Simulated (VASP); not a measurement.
Energy against volume of ZrC (rock salt). All values below come from r2SCAN+rVV10, VASP's PBE PAW potentials (set 64) (plane waves; VASP). Numerical set-up: 520 eV cut-off, 13×13×13 Γ-centred mesh, first-order Methfessel-Paxton smearing of 0.10 eV, potentials Zr_sv C.

```
V (Å³/atom)  E (eV/atom)
-----------  -----------
12.249         -17.20638
12.639         -17.23526
13.030         -17.24427
13.421         -17.23616
```

Q: Fit these four points and predict the energy of the run at 13.812 Å³/atom.

A: A cubic in V^(−2/3), the third-order Birch-Murnaghan form, passes through the four points with V0 = 13.03 Å³/atom and B0 = 233 GPa, and gives -17.2133 eV/atom there. The run gave -17.2133 eV/atom, +0.0 meV/atom from the fit; all five points give B0 = 233 GPa.

The compound is ZrC in the rock salt structure. It was relaxed first.
